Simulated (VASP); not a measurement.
VASP input:

File POSCAR:
```
MgF2
1
    4.6786447965    -0.0000000000     0.0000000000
    0.0000000000     4.6786447965     0.0000000000
    0.0000000000     0.0000000000     3.0907907649
Mg F
2 4
Direct
  1.0000000000   1.0000000000   0.0000000000
  0.5000000000   0.5000000000   0.5000000000
  0.3028109193   0.3028109193   1.0000000000
  0.8028109193   0.1971890807   0.5000000000
  0.1971890807   0.8028109193   0.5000000000
  0.6971890807   0.6971890807   0.0000000000
```

File KPOINTS:
```
K-points
0
G
  4 4 7
```

**INCAR**
```
! general
SYSTEM=MgF2
PREC  =Accurate
ENCUT =530
LREAL =.FALSE.
LASPH =.TRUE.   ! aspherical one-centre terms

! electronic loop
EDIFF =1E-6
NELM  =100
ALGO  =Normal   ! blocked Davidson

! smearing
ISMEAR=0
SIGMA =0.05   ! width (eV)

! functional
GGA   =PE   ! PBE

! ions
IBRION=2
NSW   =60
ISIF  =3
EDIFFG=-0.02   ! ionic stop

! output
LWAVE =.FALSE.
LCHARG=.FALSE.
```

POTCAR, in this order: Mg F (PBE.64 set). Program: vasp_std.

Task: Write an equivalent input for Quantum ESPRESSO's pw.x.

Result: One equivalent input (not run):
```
&CONTROL
  calculation = 'vc-relax'
  pseudo_dir = './pseudo'
  outdir = './out'
  tprnfor = .true.
  tstress = .true.
  nstep = 60
  forc_conv_thr = 0.00078
/
&SYSTEM
  ibrav = 0
  nat = 6
  ntyp = 2
  ecutwfc = 84
  occupations = 'smearing'
  smearing = 'gaussian'
  degauss = 0.003675
  input_dft = 'pbe'
/
&ELECTRONS
  conv_thr = 7.3e-08
  electron_maxstep = 100
/
&IONS
/
&CELL
/
ATOMIC_SPECIES
  Mg 24.305 Mg.upf
  F 18.998 F.upf
CELL_PARAMETERS angstrom
     4.6786448   -0.0000000    0.0000000
     0.0000000    4.6786448    0.0000000
     0.0000000    0.0000000    3.0907908
ATOMIC_POSITIONS crystal
  Mg   1.0000000  1.0000000  0.0000000
  Mg   0.5000000  0.5000000  0.5000000
  F    0.3028109  0.3028109  1.0000000
  F    0.8028109  0.1971891  0.5000000
  F    0.1971891  0.8028109  0.5000000
  F    0.6971891  0.6971891  0.0000000
K_POINTS automatic
  4 4 7 0 0 0
```
The two are equivalent in intent, not identical: the potentials are each code's own (VASP's PAW set, PseudoDojo norm-conserving files in pw.x), so ENCUT and ecutwfc are chosen apart and not converted; conv_thr bounds pw.x's estimated SCF error, while EDIFF bounds the energy change between steps; forc_conv_thr acts on force components and is met together with etot_conv_thr.

The compound is MgF2 in the rutile structure. This run relaxes it. Symmetry was kept, so distortions that lower it aren't found. The start is the result of an earlier pass.
